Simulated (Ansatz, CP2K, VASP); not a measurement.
## NaMg3O4: programs and potentials compared

```xyz
8
Lattice="4.3538 0.0000 0.0000 0.0000 4.3538 0.0000 0.0000 0.0000 4.3538" Properties=species:S:1:pos:R:3 pbc="T T T"
Mg    2.1769    2.1769    0.0000
Mg    2.1769    0.0000    2.1769
Mg    0.0000    2.1769    2.1769
Na    0.0000    0.0000    0.0000
O     0.0000    2.1769    0.0000
O     0.0000    0.0000    2.1769
O     2.1769    2.1769    2.1769
O     2.1769    0.0000    0.0000
```

The cell comes from a database or a generator and needn't be the stable form of this composition.

Alike in all runs: task single point; functional PBE; k mesh 6 × 6 × 6; occupations gaussian, width 0.05 eV; no spin polarisation; no spin-orbit coupling. Pressure is positive in compression and, in plane waves, holds the error of the finite cutoff, which Ansatz's Pulay term estimates and takes out.

```csv
program and potentials,plane-wave cutoff (eV),notes,band gap (eV),pressure (GPa)
"Ansatz, Ansatz PAW",420,7.88 valence electrons an atom on average; Pulay term of +0.58 GPa included,no gap,-0.93
"VASP, PBE PAW files Mg, Na_pv, O, 520 eV",520,4.62 valence electrons an atom on average,no gap,-1.37
"CP2K, POTENTIAL_UZH Mg GTH-PBE-q10, Na GTH-PBE-q9, O GTH-PBE-q6; TZVP-MOLOPT-PBE-GTH basis",-,atomic basis; 7.88 valence electrons an atom on average,no gap,1.21
```

None finds a gap. The pressure spans -1.37 (VASP, PBE PAW files Mg, Na_pv, O, 520 eV) to 1.21 GPa (CP2K, POTENTIAL_UZH Mg GTH-PBE-q10, Na GTH-PBE-q9, O GTH-PBE-q6; TZVP-MOLOPT-PBE-GTH basis). Rows in atomic bases carry the error of their basis and grid, which can be large.

Differences between rows come from potentials, basis sets and numerical settings, since the functional is the same but for its coding. Runs on potential files found faulty are left out.
